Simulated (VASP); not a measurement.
An input for Quantum ESPRESSO's pw.x (written as the equivalent of a VASP run, and not itself run):

```
&CONTROL
  calculation = 'scf'
  pseudo_dir = './pseudo'
  outdir = './out'
  tprnfor = .true.
  tstress = .true.
/
&SYSTEM
  ibrav = 0
  nat = 2
  ntyp = 2
  ecutwfc = 86
  occupations = 'smearing'
  smearing = 'gaussian'
  degauss = 0.003675
  input_dft = 'vdw-df-ob86'
/
&ELECTRONS
  conv_thr = 7.3e-09
  electron_maxstep = 100
/
ATOMIC_SPECIES
  Mg 24.305 Mg.upf
  Se 78.971 Se.upf
CELL_PARAMETERS angstrom
     0.0000000    2.7638822    2.7638822
     2.7638822    0.0000000    2.7638822
     2.7638822    2.7638822    0.0000000
ATOMIC_POSITIONS crystal
  Mg   0.0000000  0.0000000  0.0000000
  Se   0.5000000  0.5000000  0.5000000
K_POINTS automatic
  8 8 8 0 0 0
```

**Question.** Translate this input to VASP (INCAR, KPOINTS, POSCAR, choice of POTCAR).

**Answer.** One answer among several that fit: 
File POSCAR:
```
MgSe
1
    0.0000000000     2.7638822032     2.7638822032
    2.7638822032     0.0000000000     2.7638822032
    2.7638822032     2.7638822032     0.0000000000
Mg Se
1 1
Direct
  0.0000000000   0.0000000000   0.0000000000
  0.5000000000   0.5000000000   0.5000000000
```

INCAR:
```
AGGAC = 0.0
ALGO = Normal
EDIFF = 1E-7
ENCUT = 520
GGA = MK
ISIF = 2
ISMEAR = 0
LASPH = .True.
LCHARG = .False.
LMAXMIX = 4
LREAL = .False.
LUSE_VDW = .True.
LWAVE = .False.
NELM = 100
PARAM1 = 0.1234
PARAM2 = 1.0
PREC = Accurate
SIGMA = 0.05
SYSTEM = MgSe
```

**KPOINTS**
```
kpoints
0
G
 8 8 8
0 0 0
```

POTCAR, in this order: Mg Se (PBE.64 set). Program: vasp_std.

Limits of the translation: the potentials are each code's own (VASP's PAW set, PseudoDojo norm-conserving files in pw.x), so ENCUT and ecutwfc are chosen apart and not converted; conv_thr bounds pw.x's estimated SCF error, while EDIFF bounds the energy change between steps.

The compound is MgSe in the rock salt structure. This cell is one point of a volume scan, at 1.03 of the reference volume.
